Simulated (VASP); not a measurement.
These are PBE GGA, VASP's PBE PAW potentials (set 64) (plane waves; VASP 6.6.1) values and carry that method's errors.

The input files of a VASP run:

File POSCAR:
```
LiCl
1.0
  0.0000000000   2.4049367111   2.4049367111
  2.4049367111   0.0000000000   2.4049367111
  2.4049367111   2.4049367111   0.0000000000
Li Cl
1 1
Direct
  0.0000000000   0.0000000000   0.0000000000
  0.5000000000   0.5000000000   0.5000000000
```

### KPOINTS
```
K-points
0
Gamma
 9 9 9
```

INCAR:
```
! general
SYSTEM   =  LiCl
PREC     =  Accurate
ENCUT    =  620
LREAL    =  .FALSE.
LASPH    =  .TRUE.

! electronic loop
EDIFF    =  1E-6
NELM     =  100
ALGO     =  Normal

! smearing
ISMEAR   =  0
SIGMA    =  0.05

! functional
GGA      =  PE

! ions
IBRION   =  2
NSW      =  40
ISIF     =  3
EDIFFG   =  -0.02
PSTRESS  =  100

! output
LWAVE    =  .FALSE.
LCHARG   =  .FALSE.
```

POTCAR, in this order: Li_sv Cl (PBE.64 set). Program: vasp_std.

Q: What will the output report for the number of irreducible k-points (NKPTS), largest plane-wave count, number of space-group operations, FFT grid (NGX, NGY, NGZ)?

A: 
- number of irreducible k-points (NKPTS): 35
- largest plane-wave count: 986
- number of space-group operations: 48
- FFT grid (NGX, NGY, NGZ): 28 × 28 × 28

The compound is LiCl in the rock salt structure. It was relaxed first under an external pressure of 10 GPa.
